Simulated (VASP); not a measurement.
Given:

```yaml
crystal:
  lattice:
    - [1.23079, 0.71060, 7.67415]
    - [-1.23079, 0.71060, 7.67415]
    - [0.00000, -1.42120, 7.67415]
  atoms:
    - { symbol: C, position: [0.91258, 0.91258, 0.91258] }
    - { symbol: C, position: [0.08742, 0.08742, 0.08742] }
    - { symbol: C, position: [0.24592, 0.24592, 0.24592] }
    - { symbol: C, position: [0.75408, 0.75408, 0.75408] }
```

Computed with PBEsol GGA, VASP's PBE PAW potentials (set 64) (plane waves; VASP). Run with 520 eV cut-off, Gaussian smearing of 0.050 eV, potentials C.

Estimate the band gap (along the path) with the smallest direct gap where there is one.

| Property | Result |
|---|---|
| band gap (along the path) | 0.07 eV |
| smallest direct gap (along the path) | 0.15 eV |

The absolute energy has meaning only against runs of the same code, potentials and settings.

The structure comes from a computed database's C entry (R-3m); how it stands against other phases isn't given here. It was relaxed first, which changed the volume by -8 %.
